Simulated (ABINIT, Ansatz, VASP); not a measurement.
# Code comparison for HfBe2 (P6/mmm, 3 atoms in the cell)

Self-consistent single point, at a second geometry (lattice scaled by 0.98). First geometry:

```xyz
3
Lattice="3.7795 0.0000 0.0000 -1.8898 3.2731 0.0000 0.0000 0.0000 3.1700" Properties=species:S:1:pos:R:3 pbc="T T T"
Hf     0.0000     0.0000     0.0000
Be     0.0000     2.1821     1.5850
Be     1.8898     1.0910     1.5850
```

Shared settings, as Ansatz (a program for electronic structure) writes them: kpoints.mp_grid.grid = 10 10 10; scf.occupations.method = gaussian; scf.occupations.width = 0.05 eV. Potentials and cutoffs stand in the table.

```csv
code,model,ΔF from the first geometry (meV/atom),pressure (GPa),cutoff
Ansatz,"LDA (PW92), PAW files made with PBE",-11.6,1.69,default
VASP,"LDA (PZ), VASP's LDA PAW potentials (set 64)",-8.5,2.22,300 eV
ABINIT,"LDA (PW92), norm-conserving pseudopotentials (PseudoDojo nc-sr-04 LDA standard)",-13.7,1.22,44 Ha
```

On Ansatz's run: spin-orbit coupling is off.

The spread over the programs that give each value: ΔF from the first geometry within 5.2 meV/atom; pressure within 1.00 GPa.

Ansatz's pressure is given at a fixed set of plane waves, as the other plane-wave codes print theirs. The same LDA comes in different parametrisations, which differ slightly.

VASP's run is marked for a possible Pulay error in its stress at this cutoff; no cutoff test was made.

The starting cell comes from a database of computed structures (which also holds hypothetical and non-ambient phases and stackings), without a prior relaxation at this level. For this run, on top of that: lattice scaled by 0.98.

Left out of this page: Quantum ESPRESSO, GPAW, CP2K, Elk, FLEUR and SIESTA (not drawn, or without a comparable value).

Keys are those of Ansatz 0.2.
